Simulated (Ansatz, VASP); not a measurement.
# RhPb in two plane-wave programs, part 2 of 3

One calculation is typed for both programs; each brings its own data sets. How far apart do they land? The cell is taken from a series of runs on this material, whose earlier steps may have relaxed, scaled, displaced or heated it; both programs get it as it stands.

VASP 6.6.1 and Ansatz 0.2.0.

So far: The starting structure; VASP: zone-centre phonons, PBEsol.

## 2. VASP: zone-centre phonons, PBEsol (continued)

Level of this step: PBEsol; plane waves and PAW (Rh_pv, Pb_d) (VASP).

From OUTCAR (step 2):

```text
ion  position               nearest neighbor table
   1  0.500  0.000  0.000-   4 2.76   5 2.76   4 2.76   5 2.76   2 2.83   3 2.83   2 2.83   3 2.83
                             6 2.83   6 2.83
   2  0.500  0.500  0.000-   4 2.76   5 2.76   4 2.76   5 2.76   1 2.83   6 2.83   1 2.83   6 2.83
                             3 2.83   3 2.83
   3  0.000  0.500  0.000-   4 2.76   5 2.76   4 2.76   5 2.76   1 2.83   6 2.83   6 2.83   1 2.83
                             2 2.83   2 2.83
   4  0.333  0.667  0.500-   1 2.76   1 2.76   3 2.76   3 2.76   2 2.76   2 2.76   5 3.27   5 3.27
                             5 3.27   6 3.95   6 3.95   6 3.95   6 3.95   6 3.95   6 3.95
   5  0.667  0.333  0.500-   1 2.76   1 2.76   3 2.76   3 2.76   2 2.76   2 2.76   4 3.27   4 3.27
                             4 3.27   6 3.95   6 3.95   6 3.95   6 3.95   6 3.95   6 3.95
   6  0.000  0.000  0.000-   2 2.83   3 2.83   3 2.83   2 2.83   1 2.83   1 2.83   5 3.95   4 3.95
                             5 3.95   4 3.95   5 3.95   5 3.95   4 3.95   4 3.95   5 3.95   4 3.95

  LATTYP: Found a hexagonal cell.
 ALAT       =     5.6625619152
 C/A-ratio  =     0.7845631368

 Subroutine GETGRP returns: Found 24 space group operations
 (whereof 24 operations were pure point group operations)

The static configuration has the point symmetry D_6h.

 Found     35 irreducible k-points:

   k-points           NKPTS =     35   k-points in BZ     NKDIM =     35   number of bands    NBANDS=     53

   dimension x,y,z NGX =    42 NGY =   42 NGZ =   32
   dimension x,y,z NGXF=    84 NGYF=   84 NGZF=   64

   ENCUT  =  500.0 eV  36.75 Ry    6.06 a.u.  10.32 10.32  8.10*2*pi/ulx,y,z

   NELECT =      87.0000    total number of electrons

 k-points in reciprocal lattice and weights: Automatic mesh
   0.00000000  0.00000000  0.00000000       0.003
   0.16666667  0.00000000  0.00000000       0.021
   0.33333333  0.00000000  0.00000000       0.021
   0.50000000 -0.00000000  0.00000000       0.010
   0.16666667  0.16666667  0.00000000       0.021
   0.33333333  0.16666667  0.00000000       0.042
   0.33333333  0.33333333  0.00000000       0.007
   0.00000000  0.00000000  0.12500000       0.007
   0.16666667  0.00000000  0.12500000       0.042
[...]
0.33333333  0.16666667  0.50000000       0.042
   0.33333333  0.33333333  0.50000000       0.007

 average (electrostatic) potential at core
       1 -72.5189       2 -72.5189       3 -72.5189       4 -87.8962       5 -87.8962
       6 -88.0049

 Eigenvectors and eigenvalues of the dynamical matrix
 ----------------------------------------------------

   1 f  =    6.678520 THz    41.962376 2PiTHz  222.771432 cm-1    27.620125 meV
             X         Y         Z           dx          dy          dz
      2.831281  0.000000  0.000000     0.000000    0.577350   -0.000000
      1.415640  2.451961  0.000000     0.500000   -0.288675   -0.000000
     -1.415640  2.451961  0.000000    -0.500000   -0.288675    0.000000
     -0.000000  3.269282  2.221319     0.000000    0.000000   -0.000000
      2.831281  1.634641  2.221319    -0.000000    0.000000    0.000000
      0.000000  0.000000  0.000000    -0.000000   -0.000000   -0.000000

   2 f  =    5.797667 THz    36.427818 2PiTHz  193.389367 cm-1    23.977215 meV
             X         Y         Z           dx          dy          dz
      2.831281  0.000000  0.000000    -0.000000    0.000000    0.432064
      1.415640  2.451961  0.000000    -0.000000   -0.000000    0.432064
     -1.415640  2.451961  0.000000     0.000000   -0.000000    0.432064
     -0.000000  3.269282  2.221319    -0.000000   -0.000000   -0.468705
      2.831281  1.634641  2.221319    -0.000000   -0.000000   -0.468705
      0.000000  0.000000  0.000000     0.000000    0.000000    0.024357

   3 f  =    5.781547 THz    36.326530 2PiTHz  192.851646 cm-1    23.910546 meV
             X         Y         Z           dx          dy          dz
      2.831281  0.000000  0.000000    -0.551419    0.000065   -0.000000
      1.415640  2.451961  0.000000     0.286169   -0.483645   -0.000000
     -1.415640  2.451961  0.000000     0.286280    0.483582   -0.000000
     -0.000000  3.269282  2.221319    -0.108401   -0.000012    0.000000
      2.831281  1.634641  2.221319    -0.108401   -0.000012    0.000000
      0.000000  0.000000  0.000000     0.202045    0.000023   -0.000000

   4 f  =    5.781547 THz    36.326530 2PiTHz  192.851646 cm-1    23.910546 meV
             X         Y         Z           dx          dy          dz
      2.831281  0.000000  0.000000     0.000063    0.565439   -0.000000
      1.415640  2.451961  0.000000    -0.483647   -0.272149   -0.000000
     -1.415640  2.451961  0.000000     0.483581   -0.272260   -0.000000
     -0.000000  3.269282  2.221319     0.000012   -0.108401    0.000000
      2.831281  1.634641  2.221319     0.000012   -0.108401    0.000000
      0.000000  0.000000  0.000000    -0.000023    0.202045   -0.000000

   5 f  =    4.063827 THz    25.533776 2PiTHz  135.554668 cm-1    16.806629 meV
             X         Y         Z           dx          dy          dz
      2.831281  0.000000  0.000000     0.000000   -0.000000   -0.000000
      1.415640  2.451961  0.000000     0.000000   -0.000000   -0.000000
     -1.415640  2.451961  0.000000     0.000000   -0.000000    0.000000
     -0.000000  3.269282  2.221319    -0.000000    0.000000    0.707107
      2.831281  1.634641  2.221319     0.000000    0.000000   -0.707107
      0.000000  0.000000  0.000000    -0.000000    0.000000   -0.000000

   6 f  =    3.662136 THz    23.009879 2PiTHz  122.155709 cm-1    15.145371 meV
             X         Y         Z           dx          dy          dz
      2.831281  0.000000  0.000000    -0.410515   -0.000006    0.000000
      1.415640  2.451961  0.000000    -0.467304    0.032782    0.000000
     -1.415640  2.451961  0.000000    -0.467305   -0.032793   -0.000000
     -0.000000  3.269282  2.221319     0.190894    0.000002    0.000000
      2.831281  1.634641  2.221319     0.190894    0.000002   -0.000000
      0.000000  0.000000  0.000000     0.565420    0.000007   -0.000000

   7 f  =    3.662136 THz    23.009879 2PiTHz  122.155709 cm-1    15.145371 meV
             X         Y         Z           dx          dy          dz
      2.831281  0.000000  0.000000    -0.000005    0.486234   -0.000000
      1.415640  2.451961  0.000000    -0.032793    0.429445    0.000000
     -1.415640  2.451961  0.000000     0.032781    0.429444    0.000000
     -0.000000  3.269282  2.221319     0.000002   -0.190894    0.000000
      2.831281  1.634641  2.221319     0.000002   -0.190894   -0.000000
      0.000000  0.000000  0.000000     0.000007   -0.565420    0.000000

   8 f  =    3.388996 THz    21.293692 2PiTHz  113.044750 cm-1    14.015756 meV
             X         Y         Z           dx          dy          dz
      2.831281  0.000000  0.000000    -0.000000    0.000000   -0.000000
      1.415640  2.451961  0.000000    -0.000000    0.000000    0.000000
     -1.415640  2.451961  0.000000    -0.000000    0.000000    0.000000
     -0.000000  3.269282  2.221319     0.707107   -0.000007    0.000000
      2.831281  1.634641  2.221319    -0.707107    0.000007   -0.000000
      0.000000  0.000000  0.000000     0.000000   -0.000000    0.000000

   9 f  =    3.388996 THz    21.293692 2PiTHz  113.044750 cm-1    14.015756 meV
             X         Y         Z           dx          dy          dz
      2.831281  0.000000  0.000000    -0.000000    0.000000    0.000000
      1.415640  2.451961  0.000000    -0.000000   -0.000000    0.000000
     -1.415640  2.451961  0.000000    -0.000000    0.000000   -0.000000
     -0.000000  3.269282  2.221319     0.000007    0.707107   -0.000000
      2.831281  1.634641  2.221319    -0.000007   -0.707107    0.000000
      0.000000  0.000000  0.000000     0.000000   -0.000000   -0.000000

  10 f  =    2.886796 THz    18.138274 2PiTHz   96.293146 cm-1    11.938823 meV
             X         Y         Z           dx          dy          dz
      2.831281  0.000000  0.000000     0.000000   -0.000000   -0.702323
      1.415640  2.451961  0.000000    -0.000000   -0.000000    0.711795
     -1.415640  2.451961  0.000000     0.000000   -0.000000   -0.009472
     -0.000000  3.269282  2.221319    -0.000000    0.000000    0.000000
      2.831281  1.634641  2.221319     0.000000    0.000000   -0.000000
      0.000000  0.000000  0.000000     0.000000   -0.000000   -0.000000

  11 f  =    2.886796 THz    18.138274 2PiTHz   96.293146 cm-1    11.938823 meV
             X         Y         Z           dx          dy          dz
      2.831281  0.000000  0.000000    -0.000000    0.000000    0.416424
      1.415640  2.451961  0.000000    -0.000000   -0.000000    0.400018
     -1.415640  2.451961  0.000000     0.000000    0.000000   -0.816442
     -0.000000  3.269282  2.221319     0.000000   -0.000000    0.000000
      2.831281  1.634641  2.221319     0.000000    0.000000   -0.000000
      0.000000  0.000000  0.000000    -0.000000   -0.000000   -0.000000

  12 f  =    2.231581 THz    14.021437 2PiTHz   74.437532 cm-1     9.229074 meV
             X         Y         Z           dx          dy          dz
      2.831281  0.000000  0.000000     0.289214    0.000000    0.000000
      1.415640  2.451961  0.000000     0.076781    0.122653    0.000000
     -1.415640  2.451961  0.000000     0.076777   -0.122645   -0.000000
     -0.000000  3.269282  2.221319    -0.478337   -0.000009    0.000000
      2.831281  1.634641  2.221319    -0.478337   -0.000009    0.000000
      0.000000  0.000000  0.000000     0.645653    0.000012   -0.000000

  13 f  =    2.231581 THz    14.021437 2PiTHz   74.437532 cm-1     9.229074 meV
             X         Y         Z           dx          dy          dz
      2.831281  0.000000  0.000000    -0.000005    0.005968   -0.000000
      1.415640  2.451961  0.000000     0.122648    0.218400    0.000000
     -1.415640  2.451961  0.000000    -0.122650    0.218404   -0.000000
     -0.000000  3.269282  2.221319     0.000009   -0.478337   -0.000000
      2.831281  1.634641  2.221319     0.000009   -0.478337   -0.000000
      0.000000  0.000000  0.000000    -0.000012    0.645653   -0.000000
    [... 43 further lines ...]
      2.831281  1.634641  2.221319     0.000000   -0.000000   -0.000000
      0.000000  0.000000  0.000000    -0.000000   -0.000000    0.000000

 ELASTIC MODULI CONTR FROM IONIC RELAXATION (kBar)
 Direction    XX          YY          ZZ          XY          YZ          ZX
 --------------------------------------------------------------------------------
 XX         -50.7477     50.7477      0.0000     -0.0000      0.0000      0.0000
 YY          50.7477    -50.7477      0.0000      0.0000      0.0000      0.0000
 ZZ           0.0000      0.0000      0.0000      0.0000      0.0000      0.0000
 XY          -0.0000      0.0000      0.0000    -50.7477      0.0000      0.0000
 YZ           0.0000      0.0000      0.0000      0.0000      0.0000      0.0000
 ZX           0.0000      0.0000      0.0000      0.0000      0.0000      0.0000
 --------------------------------------------------------------------------------
```

(Part 2 of 3 ends here.)

[Lines on the potential files, build, host, timing and source positions are cut from VASP's logs without a mark.]

[Logs are printed without paths, hosts, clocks, repeated set-up lines and the standing remarks that a program may print on its own settings, such as how far it seeks lower states.]

[Hosts, paths, dates, database ids (printed as entryN), source tags and the programs' standing remarks are cut or masked in the printed files.]
